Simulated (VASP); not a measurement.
Input for VASP

POSCAR:
```
BeS
1
    0.0000000000     2.4837000000     2.4837000000
    2.4837000000     0.0000000000     2.4837000000
    2.4837000000     2.4837000000     0.0000000000
Be S
1 1
Direct
  0.0000000000   0.0000000000   0.0000000000
  0.2500000000   0.2500000000   0.2500000000
```

**INCAR**
```
ALGO=Normal
EDIFF=1E-6
ENCUT=400
GGA=PE
ISIF=2
ISMEAR=0
LASPH=.True.
LCHARG=.False.
LREAL=.False.
LWAVE=.False.
NBANDS=6
NELM=100
PREC=Accurate
SIGMA=0.05
SYSTEM=BeS
```

### KPOINTS
```
Regular mesh
0
gamma
 8 8 8
0 0 0
```

POTCAR, in this order: Be S (PBE.64 set). Program: vasp_std.

Task: Translate this PBE calculation to Ansatz.

Result: One equivalent input (not run):
Ansatz 0.2 input:
```yaml
crystal:
  lattice:
    - [0.0000000, 2.4837000, 2.4837000]
    - [2.4837000, 0.0000000, 2.4837000]
    - [2.4837000, 2.4837000, 0.0000000]
  atoms:
    - { symbol: Be, position: [0.0000000, 0.0000000, 0.0000000] }
    - { symbol: S, position: [0.2500000, 0.2500000, 0.2500000] }
kpoints:
  mp_grid: { grid: [8, 8, 8] }
hamiltonian:
  xc: pbe
  pseudopotentials: { kind: paw }
scf:
  occupations: { method: gaussian, width: 0.05 }
  max_iter: 100
output: { forces: true, stress: true, eigenvalues: true }
```
Limits of the translation: each code has its own PAW files, so the cut-off isn't converted (ENCUT is set for VASP's; basis.ecutwfc is left out, and Ansatz then takes the one that its files recommend); Ansatz stops its SCF on the density residual and VASP on the energy change (EDIFF); the number of bands isn't carried over, since the valence differs with the files.

The compound is BeS in the zinc blende structure. The cell was not relaxed at this level. The run is one of a series of settings (NBANDS = 6 against the base run), some of them coarse on purpose.
